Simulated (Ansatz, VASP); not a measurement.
## NiMoIrPdW: VASP beside Ansatz

```
Ni Mo Pd Ir W
1.0
     2.76078    0.00000    0.00000
    -1.38039    2.39090    0.00000
     0.00000    0.00000   11.34051
Ni Mo Pd Ir W
1 1 1 1 1
Direct
  0.00000 0.00000 0.70917
  0.66667 0.33333 0.29425
  0.66667 0.33333 0.89901
  0.00000 0.00000 0.10604
  0.66667 0.33333 0.52921
```

The cell was built by a generator and needn't be a form met in nature.

Alike in both runs: task band structure; functional PBE; k mesh 11 × 11 × 3; occupations fermi-dirac, width 0.05 eV; collinear spin, ferromagnetic start.

|  | VASP | Ansatz |
| --- | --- | --- |
| version | VASP 6.6.1 | Ansatz 0.2.0 |
| potentials or method | VASP PAW PBE potentials, release 64 (Ni, Mo_sv, Pd, Ir, W_sv) | Ansatz PAW |
| plane-wave cutoff (eV) | 520 | 420 |
| valence electrons in the cell | 57 | 81 |

```csv
,VASP,Ansatz,Ansatz less VASP
gap on the k mesh at the Fermi level (eV),none,none,-
pressure (GPa),0.2,-0.2,-0.42
rms of the force components (eV/Å),0.103,0.094,-0.0089
net moment per atom (μB),0.00,0.00,0.000
```

Atom by atom the forces differ by 0.013 eV/Å (rms over components). A gap of «none» marks a metal or a gap that the smearing closes. The two sets of potentials don't hold the same shells in valence.

Caveats: spin-orbit coupling is left out, which moves the levels of the heavy elements; the starting moments weren't kept (Ansatz).
